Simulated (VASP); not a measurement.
Input:

```
CELL_PARAMETERS angstrom
      2.96584     0.00000     0.00000
      0.00000     2.96584     0.00000
      0.00000     0.00000     2.96584
ATOMIC_POSITIONS crystal
  Ti 0.00000 0.00000 0.00000
  Co 0.50000 0.50000 0.50000
```

Method: PBE GGA, VASP's PBE PAW potentials (set 64) (plane waves; VASP 6.6.1). Settings: 480 eV cut-off, 12×12×12 Γ-centred mesh, first-order Methfessel-Paxton smearing of 0.10 eV, potentials Ti_sv Co.

Energy and stress use the plane-wave basis of the starting cell.

Task: The ions, cell shape and volume at an external pressure of 15.0 GPa are relaxed. Predict the relaxed structure.

Result: 
```
CELL_PARAMETERS angstrom
      2.89758     0.00000     0.00000
      0.00000     2.89758     0.00000
      0.00000     0.00000     2.89758
ATOMIC_POSITIONS crystal
  Ti 0.00000 0.00000 0.00000
  Co 0.50000 0.50000 0.50000
```
Space group Pm-3m (221), at a tolerance of 0.03 Å.

Task: How do energy and volume change from the first to the last step?

Result: The energy (σ→0) changes by +39.9 meV/atom and the volume by -6.7 %, in 4 ionic steps.

The compound is TiCo in the CsCl type structure. This run relaxes it under an external pressure of 15 GPa. Symmetry was kept, so distortions that lower it aren't found. The run is not spin-polarised, so no magnetic state was tried. The electron count is odd and the run is not spin-polarised, which forces a metal.
